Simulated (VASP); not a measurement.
An input for Quantum ESPRESSO's pw.x (written as the equivalent of a VASP run, and not itself run):

```
&CONTROL
  calculation = 'scf'
  pseudo_dir = './pseudo'
  outdir = './out'
  tprnfor = .true.
  tstress = .true.
/
&SYSTEM
  ibrav = 0
  nat = 3
  ntyp = 2
  ecutwfc = 86
  occupations = 'smearing'
  smearing = 'fermi-dirac'
  degauss = 0.00735
  input_dft = 'pbesol'
/
&ELECTRONS
  conv_thr = 7.3e-08
  electron_maxstep = 100
/
ATOMIC_SPECIES
  Ti 47.867 Ti.upf
  Se 78.971 Se.upf
CELL_PARAMETERS angstrom
     3.5565700    0.0000000    0.0000000
    -1.7782850    3.0800800    0.0000000
     0.0000000    0.0000000    6.3476300
ATOMIC_POSITIONS crystal
  Ti  -0.0071880  0.0004930 -0.0028660
  Se   0.3456460  0.6722000  0.2469980
  Se   0.6615410  0.3273070  0.7558680
K_POINTS automatic
  7 7 3 0 0 0
```

Problem. Translate this input to VASP (INCAR, KPOINTS, POSCAR, choice of POTCAR).

Solution. Several could match; the one computed here: 
### INCAR
```
SYSTEM = TiSe2
PREC = Accurate
ENCUT = 300
EDIFF = 1E-6
NELM = 100
ALGO = Normal
LREAL = .FALSE.
LASPH = .TRUE.
ISMEAR = -1
SIGMA = 0.1
GGA = PS
LMAXMIX = 4
LWAVE = .FALSE.
LCHARG = .FALSE.
ISIF = 2
```

File KPOINTS:
```
kpoints
0
G
  7 7 3
```

POSCAR:
```
TiSe2
3.556570
  1.0000000000   0.0000000000   0.0000000000
 -0.5000000000   0.8660254121   0.0000000000
  0.0000000000   0.0000000000   1.7847617227
Ti Se
1 2
Direct
 -0.0071880000   0.0004930000  -0.0028660000
  0.3456460000   0.6722000000   0.2469980000
  0.6615410000   0.3273070000   0.7558680000
```

POTCAR, in this order: Ti_sv Se (PBE.64 set). Program: vasp_std.

The two are equivalent in intent, not identical: the potentials are each code's own (VASP's PAW set, PseudoDojo norm-conserving files in pw.x), so ENCUT and ecutwfc are chosen apart and not converted; conv_thr bounds pw.x's estimated SCF error, while EDIFF bounds the energy change between steps.

The structure comes from a computed database's TiSe2 entry; how it stands against other phases isn't given here. The cell was not relaxed at this level, atoms are displaced from their ideal sites. The k-mesh is coarse (spacing up to 0.33 per Å, 2π included), so the numbers may not be converged in it. The run is one of a series of settings (GGA = PS against the base run), some of them coarse on purpose.
